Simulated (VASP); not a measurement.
Calculation: PBE GGA with D3 dispersion (zero damping), VASP's PBE PAW potentials (set 64) (plane waves; VASP).

The input files of a VASP run:

### POSCAR
```
Ni
1
    0.0000000000     1.7199279265     1.7199279265
    1.7199279265     0.0000000000     1.7199279265
    1.7199279265     1.7199279265     0.0000000000
Ni
1
Direct
  0.0000000000   0.0000000000   0.0000000000
```

File KPOINTS:
```
Automatic mesh
0
Gamma
18 18 18
0 0 0
```

INCAR:
```
! general
SYSTEM  = Ni
PREC    = Accurate
ENCUT   = 520   ! plane-wave cut-off (eV)
LREAL   = .FALSE.   ! projection in real space or not
LASPH   = .TRUE.   ! aspherical one-centre terms

! electronic loop
EDIFF   = 1E-7   ! SCF stop (eV)
NELM    = 100   ! most electronic steps
ALGO    = Normal
LMAXMIX = 4   ! l cut-off of mixed one-centre charges

! smearing
ISMEAR  = 1   ! Methfessel-Paxton
SIGMA   = 0.1   ! width (eV)

! functional
GGA     = PE
IVDW    = 11

! spin
ISPIN   = 2   ! spin-polarised
MAGMOM  = 0.6

! ions
ISIF    = 2   ! forces and stress, cell fixed

! output
LWAVE   = .FALSE.
LCHARG  = .FALSE.
LORBIT  = 10
```

POTCAR, in this order: Ni (PBE.64 set). Program: vasp_std.

The run wrote:

File OUTCAR:
```
 ion  position               nearest neighbor table
   1  0.000  0.000  0.000-
  LATTYP: Found a face centered cubic cell.
 ALAT       =     3.4398558530
 Subroutine PRICEL returns:
 Original cell was already a primitive cell.
 Subroutine GETGRP returns: Found 48 space group operations
The static configuration has the point symmetry O_h .
The dynamic configuration has the point symmetry O_h .
The overall configuration has the point symmetry O_h .
 Subroutine INISYM returns: Found 48 space group operations
 Subroutine IBZKPT returns following result:
 Found    195 irreducible k-points:

 Following reciprocal coordinates:
            Coordinates               Weight
  0.000000  0.000000  0.000000      1.000000
  0.055556  0.000000  0.000000      8.000000
  0.111111  0.000000  0.000000      8.000000
  0.166667  0.000000  0.000000      8.000000
  0.222222  0.000000  0.000000      8.000000
  0.277778  0.000000  0.000000      8.000000
  0.333333  0.000000  0.000000      8.000000
  0.388889  0.000000  0.000000      8.000000
  0.444444  0.000000  0.000000      8.000000
  0.500000  0.000000  0.000000      4.000000
  0.055556  0.055556  0.000000      6.000000
  0.111111  0.055556  0.000000     24.000000
  0.166667  0.055556  0.000000     24.000000
  0.222222  0.055556  0.000000     24.000000
  0.277778  0.055556  0.000000     24.000000
  0.333333  0.055556  0.000000     24.000000
  0.388889  0.055556  0.000000     24.000000
  0.444444  0.055556  0.000000     24.000000
  0.500000  0.055556  0.000000     24.000000
 -0.444444  0.055556  0.000000     24.000000
 -0.388889  0.055556  0.000000     24.000000
 -0.333333  0.055556  0.000000     24.000000
 -0.277778  0.055556  0.000000     24.000000
 -0.222222  0.055556  0.000000     24.000000
...
```

OSZICAR:
```
       N       E                     dE             d eps       ncg     rms          rms(c)
DAV:   1     0.227059677918E+02    0.22706E+02   -0.48838E+03  7180   0.146E+03
DAV:   2    -0.606525939614E+01   -0.28771E+02   -0.27787E+02  7090   0.167E+02
DAV:   3    -0.645517456485E+01   -0.38992E+00   -0.38824E+00  8073   0.261E+01
DAV:   4    -0.645881473336E+01   -0.36402E-02   -0.36399E-02  8039   0.220E+00
DAV:   5    -0.645890326546E+01   -0.88532E-04   -0.88529E-04  8031   0.296E-01    0.106E+01
DAV:   6    -0.571450192336E+01    0.74440E+00   -0.15035E+01  7380   0.644E+01    0.542E+00
DAV:   7    -0.546095427722E+01    0.25355E+00   -0.22057E+00  7412   0.235E+01    0.218E+00
DAV:   8    -0.544265483872E+01    0.18299E-01   -0.24041E-02  9924   0.186E+00    0.978E-01
DAV:   9    -0.544060152291E+01    0.20533E-02   -0.13697E-03 10351   0.366E-01    0.256E-01
DAV:  10    -0.544016512958E+01    0.43639E-03   -0.48442E-04  9071   0.179E-01    0.347E-02
DAV:  11    -0.544017054350E+01   -0.54139E-05   -0.12679E-05  9098   0.456E-02    0.306E-02
DAV:  12    -0.544017154014E+01   -0.99664E-06   -0.13061E-06  8914   0.136E-02    0.533E-03
DAV:  13    -0.544017181373E+01   -0.27359E-06   -0.30738E-07  5928   0.558E-03    0.184E-03
DAV:  14    -0.544017181678E+01   -0.30495E-08   -0.11728E-08  3626   0.142E-03
   1 F= -.58670430E+01 E0= -.58671801E+01  d E =0.411170E-03  mag=     0.6091
```

**OUTCAR**
```
------------------------ aborting loop because EDIFF is reached ----------------------------------------
 Edisp (eV)   -0.42687
  FORCE on cell =-STRESS in cart. coord.  units (eV):
  Direction    XX          YY          ZZ          XY          YZ          ZX
  --------------------------------------------------------------------------------------
  Total       0.45950     0.45950     0.45950     0.00000     0.00000     0.00000
  in kB      72.34888    72.34888    72.34888     0.00000     0.00000     0.00000
  external pressure =       72.35 kB  Pullay stress =        0.00 kB
  volume of cell :       10.18
      direct lattice vectors                 reciprocal lattice vectors
     0.000000000  1.719927927  1.719927927    -0.290709856  0.290709856  0.290709856
     1.719927927  0.000000000  1.719927927     0.290709856 -0.290709856  0.290709856
     1.719927927  1.719927927  0.000000000     0.290709856  0.290709856 -0.290709856
 POSITION                                       TOTAL-FORCE (eV/Angst)
 -----------------------------------------------------------------------------------
      0.00000      0.00000      0.00000        -0.000000     -0.000000      0.000000
 -----------------------------------------------------------------------------------
    total drift:                                0.000000     -0.000000      0.000000
  FREE ENERGIE OF THE ION-ELECTRON SYSTEM (eV)
  ---------------------------------------------------
  free  energy   TOTEN  =        -5.8670430193 eV

  energy  without entropy=       -5.8674541896  energy(sigma->0) =       -5.86718008

 total charge

# of ion       s       p       d       tot
------------------------------------------
    1        0.528   0.561   8.349   9.437

 magnetization (x)

# of ion       s       p       d       tot
------------------------------------------
    1       -0.006  -0.025   0.646   0.615
```
(Selected blocks of OUTCAR.)

The compound is Ni in the fcc structure. This cell is one point of a volume scan, at 0.97 of the reference volume.
